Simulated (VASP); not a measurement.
Calculation: PBEsol GGA, VASP's PBE PAW potentials (set 64) (plane waves; VASP).

Input for VASP

### INCAR
```
ALGO  =  Normal
EDIFF  =  1E-6
EDIFFG  =  -0.01
ENCUT  =  400
GGA  =  PS
IBRION  =  2
ISIF  =  3
ISMEAR  =  1
LASPH  =  .TRUE.
LCHARG  =  .FALSE.
LMAXMIX  =  4
LREAL  =  .FALSE.
LWAVE  =  .FALSE.
NELM  =  100
NSW  =  60
PREC  =  Accurate
SIGMA  =  0.1
SYSTEM  =  Rh
```

**KPOINTS**
```
Automatic mesh
0
Gamma
11 11 11
0 0 0
```

**POSCAR**
```
Rh
1
   -0.0000000000     2.7087472407     2.7087472407
    2.7087472407     0.0000000000     2.7087472407
    2.7087472407     2.7087472407     0.0000000000
Rh
2
Direct
  0.7500000000   0.7500000000   0.7500000000
  0.5000000000   0.5000000000   0.5000000000
```

POTCAR, in this order: Rh_pv (PBE.64 set). Program: vasp_std.

The run wrote:

OUTCAR:
```
 ion  position               nearest neighbor table
   1  0.750  0.750  0.750-   2 2.35   2 2.35   2 2.35   2 2.35
   2  0.500  0.500  0.500-   1 2.35   1 2.35   1 2.35   1 2.35
  LATTYP: Found a face centered cubic cell.
 ALAT       =     5.4174944814
 Subroutine PRICEL returns:
 Original cell was already a primitive cell.
 Subroutine GETGRP returns: Found 48 space group operations
The static configuration has the point symmetry T_d .
 The point group associated with its full space group is O_h .
The dynamic configuration has the point symmetry T_d .
 Subroutine INISYM returns: Found 48 space group operations
 Subroutine IBZKPT returns following result:
 Found     56 irreducible k-points:

 Following reciprocal coordinates:
            Coordinates               Weight
  0.000000  0.000000  0.000000      1.000000
  0.090909  0.000000  0.000000      8.000000
  0.181818  0.000000  0.000000      8.000000
  0.272727  0.000000  0.000000      8.000000
  0.363636  0.000000  0.000000      8.000000
  0.454545  0.000000  0.000000      8.000000
  0.090909  0.090909  0.000000      6.000000
  0.181818  0.090909  0.000000     24.000000
...
```

**OSZICAR**
```
       N       E                     dE             d eps       ncg     rms          rms(c)
DAV:   1     0.269734601758E+03    0.26973E+03   -0.17610E+04  2280   0.142E+03
DAV:   2    -0.794135613910E+01   -0.27768E+03   -0.26989E+03  2247   0.442E+02
DAV:   3    -0.143698756986E+02   -0.64285E+01   -0.62231E+01  2379   0.739E+01
DAV:   4    -0.144347198619E+02   -0.64844E-01   -0.64775E-01  2303   0.744E+00
DAV:   5    -0.144356621919E+02   -0.94233E-03   -0.94225E-03  2351   0.952E-01    0.120E+01
DAV:   6    -0.137336491167E+02    0.70201E+00   -0.30320E+00  2206   0.168E+01    0.466E+00
DAV:   7    -0.137074549145E+02    0.26194E-01   -0.32142E-02  2206   0.185E+00    0.260E+00
DAV:   8    -0.136962117325E+02    0.11243E-01   -0.82671E-03  2261   0.817E-01    0.761E-02
DAV:   9    -0.136962569449E+02   -0.45212E-04   -0.14448E-04  2346   0.126E-01    0.311E-02
DAV:  10    -0.136962729519E+02   -0.16007E-04   -0.92365E-06  2281   0.317E-02    0.980E-03
DAV:  11    -0.136962719969E+02    0.95498E-06   -0.68231E-07  1231   0.814E-03
   1 F= -.13696272E+02 E0= -.13695529E+02  d E =-.136963E+02
       N       E                     dE             d eps       ncg     rms          rms(c)
DAV:   1    -0.137662921513E+02   -0.70019E-01   -0.11091E+00  2140   0.127E+01    0.180E+00
DAV:   2    -0.136956395740E+02    0.70653E-01   -0.30084E-01  2143   0.541E+00    0.359E-01
DAV:   3    -0.136956137167E+02    0.25857E-04   -0.20581E-03  2172   0.360E-01    0.211E-01
DAV:   4    -0.136957231673E+02   -0.10945E-03   -0.99756E-04  2212   0.204E-01    0.140E-02
DAV:   5    -0.136957283439E+02   -0.51766E-05   -0.24000E-05  2300   0.471E-02    0.996E-03
DAV:   6    -0.136957280580E+02    0.28589E-06   -0.47189E-06  2194   0.217E-02
   2 F= -.13695728E+02 E0= -.13695054E+02  d E =0.543939E-03
       N       E                     dE             d eps       ncg     rms          rms(c)
DAV:   1    -0.137273846166E+02   -0.31656E-01   -0.45694E-01  2134   0.813E+00    0.123E+00
DAV:   2    -0.136966178611E+02    0.30767E-01   -0.13822E-01  2146   0.370E+00    0.241E-01
DAV:   3    -0.136964406866E+02    0.17717E-03   -0.15200E-03  2140   0.367E-01    0.128E-01
DAV:   4    -0.136965155337E+02   -0.74847E-04   -0.53190E-04  2194   0.147E-01    0.109E-02
DAV:   5    -0.136965130072E+02    0.25265E-05   -0.18399E-05  2300   0.421E-02    0.816E-03
DAV:   6    -0.136965128399E+02    0.16729E-06   -0.19481E-06  1366   0.147E-02
   3 F= -.13696513E+02 E0= -.13695793E+02  d E =-.240843E-03
```

File OUTCAR:
```
------------------------ aborting loop because EDIFF is reached ----------------------------------------
  FORCE on cell =-STRESS in cart. coord.  units (eV):
  Direction    XX          YY          ZZ          XY          YZ          ZX
  --------------------------------------------------------------------------------------
  Total       -0.0041025     -0.0041025     -0.0041025     -0.0000000     -0.0000000      0.0000000
  in kB       -0.1647839     -0.1647839     -0.1647839     -0.0000000     -0.0000000      0.0000000
  external PRESSURE =      -0.1647839 kB  Pullay stress =       0.0000000 kB
  volume of cell :       39.89
      direct lattice vectors                 reciprocal lattice vectors
    -0.000000000  2.711886028  2.711886028    -0.184373530  0.184373530  0.184373530
     2.711886028 -0.000000000  2.711886028     0.184373530 -0.184373530  0.184373530
     2.711886028  2.711886028  0.000000000     0.184373530  0.184373530 -0.184373530
 POSITION                                       TOTAL-FORCE (eV/Angst)
 -----------------------------------------------------------------------------------
      4.06783      4.06783      4.06783        -0.000000     -0.000000     -0.000000
      2.71189      2.71189      2.71189         0.000000      0.000000      0.000000
 -----------------------------------------------------------------------------------
    total drift:                                0.000000      0.000000      0.000000
  FREE ENERGIE OF THE ION-ELECTRON SYSTEM (eV)
  ---------------------------------------------------
  free  energy   TOTEN  =       -13.6965128399 eV

  energy  without entropy=      -13.6943540360  energy(sigma->0) =      -13.69579324

 reached required accuracy - stopping structural energy minimisation
```
(Selected blocks of OUTCAR.)

**CONTCAR**
```
Rh
   1.00000000000000
    -0.0000000000000000    2.7118860284478838    2.7118860284478838
     2.7118860284478838   -0.0000000000000000    2.7118860284478838
     2.7118860284478838    2.7118860284478838    0.0000000000000000
  Rh
     2
Direct
     0.7500000000000000    0.7500000000000000    0.7500000000000000
     0.5000000000000000    0.5000000000000000    0.5000000000000000
```

The structure was generated: Rh was put into the diamond type (Fd-3m), which need not be its known phase. This run relaxes it. Symmetry was kept, so distortions that lower it aren't found. The start is the result of an earlier pass.
